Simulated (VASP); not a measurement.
Method: PBEsol GGA, VASP's PBE PAW potentials (set 64) (plane waves; VASP).

VASP input:

### POSCAR
```
MgSe
1
    0.0000000000     2.4938536004     2.4938536004
    2.4938536004     0.0000000000     2.4938536004
    2.4938536004     2.4938536004     0.0000000000
Mg Se
1 1
Direct
  0.0000000000   0.0000000000   0.0000000000
  0.5000000000   0.5000000000   0.5000000000
```

INCAR:
```
SYSTEM = MgSe
PREC = Accurate
ENCUT = 500
EDIFF = 1E-6
NELM = 100
ALGO = Normal
LREAL = .FALSE.
LASPH = .TRUE.
ISMEAR = 0
SIGMA = 0.05
GGA = PS
LMAXMIX = 4
LWAVE = .FALSE.
LCHARG = .FALSE.
IBRION = 2
ISIF = 3
NSW = 40
EDIFFG = -0.02
PSTRESS = 450
```

**KPOINTS**
```
Automatic mesh
0
Gamma
9 9 9
0 0 0
```

POTCAR, in this order: Mg Se (PBE.64 set). Program: vasp_std.

**Question.** What will the output report for the number of irreducible k-points (NKPTS), largest plane-wave count, number of space-group operations, FFT grid (NGX, NGY, NGZ)?

**Answer.** 
```
Quantity                                      Result
--------------------------------------  ------------
number of irreducible k-points (NKPTS)            35
largest plane-wave count                         801
number of space-group operations                  48
FFT grid (NGX, NGY, NGZ)                28 × 28 × 28
```

The structure was generated: MgSe was put into the rock salt type (Fm-3m), which need not be its known phase. This run relaxes it under an external pressure of 45 GPa. Symmetry was kept, so distortions that lower it aren't found.
